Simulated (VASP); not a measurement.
Here is the system:

```yaml
crystal:
  lattice:
    - [0.00000, 4.20892, 4.35754]
    - [2.44256, 0.00000, 4.35754]
    - [2.44256, 4.20892, 0.00000]
  atoms:
    - { symbol: Ti, position: [0.50000, 0.50000, 0.50000] }
    - { symbol: Ti, position: [0.75000, 0.75000, 0.75000] }
    - { symbol: Si, position: [0.83743, 0.16257, 0.83743] }
    - { symbol: Si, position: [0.16257, 0.83743, 0.16257] }
    - { symbol: Si, position: [0.41257, 0.08743, 0.41257] }
    - { symbol: Si, position: [0.08743, 0.41257, 0.08743] }
```

Calculation: PBE GGA, VASP's PBE PAW potentials (set 64) (plane waves; VASP 6.6.1). Settings: 300 eV cut-off, 7×7×7 Γ-centred mesh, Gaussian smearing of 0.20 eV, potentials Ti_sv Si.

At this cut-off the stress carries a Pulay error, which pulls relaxed volumes low.

**Question.** Give the stress tensor in GPa (positive for a compressed cell).

**Answer.** 
```
-6.58   0.00   0.00
 0.00  -6.55   0.00
 0.00   0.00  -7.50
```
The pressure is its mean diagonal, -6.88 GPa.

The structure comes from a computed database's TiSi2 entry; how it stands against other phases isn't given here. The cell was not relaxed at this level.
